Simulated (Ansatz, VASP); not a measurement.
# Ge in two plane-wave programs

Wanted: the spread between two codes on one cell, functional and k mesh. The cell is taken from a series of runs on this material, whose earlier steps may have relaxed, scaled, displaced or heated it; both programs get it as it stands.

Calculated with Ansatz 0.2.0; plane waves, with VASP 6.6.1 beside it; single point at HSE06.

### 1. Set-up

It takes space group Fd-3m (No. 227, cubic). Conventional cell: a = 5.750 Å, b = 5.750 Å, c = 5.750 Å, α = 90.00°, β = 90.00°, γ = 90.00°. Ge has 4 Ge at 2.49 Å nearest.

As a file:

```xyz
2
Lattice="0.0000 2.8752 2.8752 2.8752 0.0000 2.8752 2.8752 2.8752 0.0000" Properties=species:S:1:pos:R:3 pbc="T T T"
Ge    2.8752    2.8752    2.8752
Ge    4.3127    4.3127    4.3127
```

### 2. VASP: single point, HSE06

With cell and atoms fixed, the geometry can't cause a difference; cores, projectors, grids and the points listed under the comparison can.

Lines of VASP's logs that name or quote its potential files are left out, and so is its time.

The run reads the wave functions of an earlier VASP run, which isn't shown here.

File INCAR:

```
SYSTEM = Ge
PREC = Accurate
ENCUT = 410
EDIFF = 1E-06
NELM = 100
ISMEAR = -1
SIGMA = 0.02
LREAL = .FALSE.
ALGO = Normal
LHFCALC = .TRUE.
AEXX = 0.25
GGA = PE
HFSCREEN = 0.208
LASPH = .TRUE.
NBANDS = 20
PRECFOCK = Fast
LORBIT = 11
LWAVE = .FALSE.
LCHARG = .FALSE.
KPAR = 8
ISIF = 2
```

File POSCAR:

```
Ge
1.0
    0.0000000000      2.8751609522      2.8751609522
    2.8751609522      0.0000000000      2.8751609522
    2.8751609522      2.8751609522      0.0000000000
Ge
2
Direct
    0.5000000000      0.5000000000      0.5000000000
    0.7500000000      0.7500000000      0.7500000000
```

File KPOINTS:

```
Automatic mesh
0
Gamma
6 6 6
0 0 0
```

Potentials, in the order of the species: Ge_d (PBE family, release 64).

Run with:

```sh
$ mpirun -np 8 vasp_std
```

Numbers of over 12 decimals in the logs are rounded to 6 here.

The program printed:

```text
[banner, memory and clock lines left out]
running    8 mpi-ranks, on    1 nodes
 distrk:  each k-point on    1 cores,    8 groups
 distr:  one band on    1 cores,    1 groups

 POSCAR found type information on POSCAR Ge
 POSCAR found :  1 types and       2 ions
|                                                                             |
|           W    W    AA    RRRRR   N    N  II  N    N   GGGG   !!!           |
|           W    W   A  A   R    R  NN   N  II  NN   N  G    G  !!!           |
|           W    W  A    A  R    R  N N  N  II  N N  N  G       !!!           |
|           W WW W  AAAAAA  RRRRR   N  N N  II  N  N N  G  GGG   !            |
|           WW  WW  A    A  R   R   N   NN  II  N   NN  G    G                |
|           W    W  A    A  R    R  N    N  II  N    N   GGGG   !!!           |
|                                                                             |
|     For optimal performance we recommend to set                             |
|       NCORE = 2 up to number-of-cores-per-socket                            |
|     NCORE specifies how many cores store one orbital (NPAR=cpu/NCORE).      |
|     This setting can greatly improve the performance of VASP for DFT.       |
|     The default, NCORE=1 might be grossly inefficient on modern             |
|     multi-core architectures or massively parallel machines. Do your        |
|     Unfortunately you need to use the default for GW and RPA                |
|     calculations (for HF NCORE is supported but not extensively tested      |
|     yet).                                                                   |
|                                                                             |

 LDA part: xc-table for (Slater+PW92), standard interpolation
 found WAVECAR, reading the header
 POSCAR, INCAR and KPOINTS ok, starting setup
 FFT: planning ... GRIDC
 FFT: planning ... GRID_SOFT
 FFT: planning ... GRID
 reading WAVECAR
 the WAVECAR file was read successfully
 initial charge from wavefunction
 entering main loop
       N       E                     dE             d eps       ncg     rms          rms(c)
DAV:   1    -0.106396272626E+02   -0.10640E+02   -0.97621E-01   848   0.177E+01    0.923E-01
DAV:   2    -0.106380135357E+02    0.16137E-02   -0.45966E-02   776   0.293E+00    0.666E-01
DAV:   3    -0.106358815057E+02    0.21320E-02   -0.66864E-03   880   0.143E+00    0.450E-01
DAV:   4    -0.106355583452E+02    0.32316E-03   -0.71010E-04   728   0.441E-01    0.277E-01
DAV:   5    -0.106354522010E+02    0.10614E-03   -0.63756E-05   828   0.119E-01    0.168E-01
DAV:   6    -0.106354105067E+02    0.41694E-04   -0.11193E-05   720   0.414E-02    0.997E-02
DAV:   7    -0.106353926196E+02    0.17887E-04   -0.38287E-06   584   0.184E-02    0.589E-02
DAV:   8    -0.106353854034E+02    0.72162E-05   -0.14733E-06   564   0.100E-02    0.346E-02
DAV:   9    -0.106353816322E+02    0.37712E-05   -0.51097E-07   400   0.520E-03    0.203E-02
DAV:  10    -0.106353798776E+02    0.17546E-05   -0.20948E-07   380   0.357E-03    0.119E-02
DAV:  11    -0.106353795991E+02    0.27849E-06   -0.81770E-08   368   0.236E-03
   1 F= -.10635380E+02 E0= -.10635379E+02  d E =-.533891E-06
```

From OUTCAR (step 2):

```text
ion  position               nearest neighbor table
   1  0.500  0.500  0.500-   2 2.49   2 2.49   2 2.49   2 2.49
   2  0.750  0.750  0.750-   1 2.49   1 2.49   1 2.49   1 2.49

  LATTYP: Found a face centered cubic cell.
 ALAT       =     5.7503219044

 Subroutine GETGRP returns: Found 48 space group operations
 (whereof 24 operations were pure point group operations)

The static configuration has the point symmetry T_d .
 The point group associated with its full space group is O_h .

 Found     16 irreducible k-points:

   k-points           NKPTS =     16   k-points in BZ     NKDIM =    216   number of bands    NBANDS=     20

   dimension x,y,z NGX =    28 NGY =   28 NGZ =   28
   dimension x,y,z NGXF=    56 NGYF=   56 NGZF=   56

   ENCUT  =  410.0 eV  30.13 Ry    5.49 a.u.   6.71  6.71  6.71*2*pi/ulx,y,z

   NELECT =      28.0000    total number of electrons

 k-points in reciprocal lattice and weights: Automatic mesh
   0.00000000  0.00000000  0.00000000       0.005
   0.16666667  0.00000000  0.00000000       0.037
   0.33333333  0.00000000  0.00000000       0.037
   0.50000000  0.00000000  0.00000000       0.019
   0.16666667  0.16666667  0.00000000       0.028
   0.33333333  0.16666667  0.00000000       0.111
   0.50000000  0.16666667  0.00000000       0.111
  -0.33333333  0.16666667  0.00000000       0.111
  -0.16666667  0.16666667  0.00000000       0.056
[...]
-0.33333333  0.33333333  0.16666667       0.111
  -0.33333333  0.50000000  0.16666667       0.056

  exchange ACFDT corr.  =         0.00000000  see jH, gK, PRB 81, 115126

 average (electrostatic) potential at core
       1 -67.7356       2 -67.7356

 E-fermi :   4.4248

 k-point     1 :       0.0000    0.0000    0.0000
  band No.  band energies     occupation
    ...
     10     -23.4522      2.00000
     11      -9.4410      2.00000
     12       4.2251      1.99991
     13       4.2251      1.99991
     14       4.2251      1.99991
     15       4.6025      0.00028
     16       7.4104      0.00000
     17       7.4104      0.00000
     18       7.4104      0.00000
     19      11.3041      0.00000
    ...

 k-point     2 :       0.1667    0.0000    0.0000
  band No.  band energies     occupation
    ...
     10     -23.4412      2.00000
     11      -9.0844      2.00000
     12       0.9340      2.00000
     13       3.7099      2.00000
     14       3.7099      2.00000
     15       5.6526      0.00000
     16       8.1069      0.00000
     17       8.1069      0.00000
     18       8.9487      0.00000
     19      12.7441      0.00000
    ...

 k-point     3 :       0.3333    0.0000    0.0000
  band No.  band energies     occupation
    ...
     10     -23.4326      2.00000
     11      -8.0969      2.00000
     12      -2.2250      2.00000
     13       3.0354      2.00000
     14       3.0354      2.00000
     15       5.1017      0.00000
     16       8.6710      0.00000
     17       8.6710      0.00000
     18      11.9827      0.00000
     19      12.7628      0.00000
    ...

  Total       -0.8060568     -0.8060568     -0.8060568      0.0000000      0.0000000      0.0000000
  in kB      -27.1681302    -27.1681302    -27.1681302      0.0000000      0.0000000      0.0000000
  external PRESSURE =     -27.1681302 kB  Pullay stress =       0.0000000 kB

  energy-cutoff  :      410.00
  volume of cell :       47.54
      direct lattice vectors                 reciprocal lattice vectors
     0.000000000  2.875160952  2.875160952    -0.173903308  0.173903308  0.173903308
     2.875160952  0.000000000  2.875160952     0.173903308 -0.173903308  0.173903308
     2.875160952  2.875160952  0.000000000     0.173903308  0.173903308 -0.173903308

 POSITION                                       TOTAL-FORCE (eV/Angst)
 -----------------------------------------------------------------------------------
      2.87516      2.87516      2.87516         0.000000      0.000000      0.000000
      4.31274      4.31274      4.31274        -0.000000     -0.000000     -0.000000
 -----------------------------------------------------------------------------------
    total drift:                                0.000000     -0.000000      0.000000

  FREE ENERGIE OF THE ION-ELECTRON SYSTEM (eV)
  ---------------------------------------------------
  free  energy   TOTEN  =       -10.6353795991 eV

  energy  without entropy=      -10.6353790652  energy(sigma->0) =      -10.63537933

 total charge
# of ion       s       p       d       tot
------------------------------------------
    1        1.113   1.246  10.020  12.379
    2        1.113   1.246  10.020  12.379
--------------------------------------------------
tot          2.227   2.492  20.040  24.759

[... 3 further parts left out ...]
```

The gap is read on the k-mesh alone, so it is an upper bound where the band edges lie off the mesh. The PAW data sets were made with PBE, which is usual practice but a small mismatch for other functionals.

(Continued in part 2 of 2.)

[Lines on the potential files, build, host, timing and source positions are cut from VASP's logs without a mark.]

[Logs are printed without paths, hosts, clocks, repeated set-up lines and the standing remarks that a program may print on its own settings, such as how far it seeks lower states.]

[Hosts, paths, dates, database ids (printed as entryN), source tags and the programs' standing remarks are cut or masked in the printed files.]
